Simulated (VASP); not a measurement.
```
Er
1.0
    3.56948     0.00000     0.00000
   -1.78474     3.09126     0.00000
    0.00000     0.00000     5.47778
Er
2
Direct
  0.33333   0.66667   0.25000
  0.66667   0.33333   0.75000
```

The numbers are results of PBE GGA, VASP's PBE PAW potentials (set 64) (plane waves; VASP), not measurements. Run with 300 eV cut-off, 11×11×6 Γ-centred mesh, Fermi-Dirac smearing of 0.10 eV, potentials Er.

At this cut-off the stress carries a Pulay error, which pulls relaxed volumes low. The run has a spin-polarised start.

Give the stress tensor in GPa (positive for a compressed cell).

```
1.02  0.00  0.00
0.00  1.02  0.00
0.00  0.00  3.50
```
The pressure is its mean diagonal, 1.84 GPa.

The structure comes from a computed database's Er entry; how it stands against other phases isn't given here. The cell was not relaxed at this level.
